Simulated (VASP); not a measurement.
Write the native input for VASP 6.6.1 that does the following.

```yaml
Task: relaxation of cell and atoms
Functional: PBE
Potentials_or_basis: VASP PAW PBE potentials, release 64 (Re)
Cutoff: 520 eV
k_mesh: 18 × 18 × 10
Occupations: gaussian, width 0.1 eV
Spin: no spin polarisation
Further_INCAR_settings: ALGO = Fast; EDIFF = 1e-07; IBRION = 2; EDIFFG = -0.15; NSW = 80; ISIF = 3
```

The structure of Re lies in POSCAR:

```
Re                                      
1.0
    2.7743341459     -0.0000000000      0.0000000000
   -1.3871670730      2.4026438441     -0.0000000000
    0.0000000000      0.0000000000      4.4809270376
  Re            
     2
Direct
     0.3333333300000021    0.6666666699999979    0.2500000000000000
     0.6666666699999979    0.3333333300000021    0.7500000000000000
```

One way to write it, as run:

INCAR

```
ALGO = Fast
EDIFF = 1E-7
EDIFFG = -0.15
ENCUT = 520
GGA = PE
IBRION = 2
ISIF = 3
ISMEAR = 0
LASPH = True
LCHARG = False
LREAL = False
LWAVE = False
NELM = 100
NSW = 80
PREC = Accurate
SIGMA = 0.1
```

KPOINTS

```
k-points
0
Gamma
  18 18 10
```

Potentials or basis: VASP PAW PBE potentials, release 64 (Re).

Run with:

```sh
$ cat potpaw_PBE.64/Re/POTCAR > POTCAR
$ mpirun -np 1 vasp_std > vasp.out
```

Results of the run:

```yaml
Pressure_after_relaxing: -0.1 GPa
Band_gap_on_the_k_mesh: none (metal or under the smearing width)
```

Caveat: the relaxation stopped at its first step, so nothing moved.

It took 40 s on 1 thread of Intel(R) Xeon(R) 6975P-C (Granite Rapids), with other jobs on the host, peak memory 0.2 GiB.
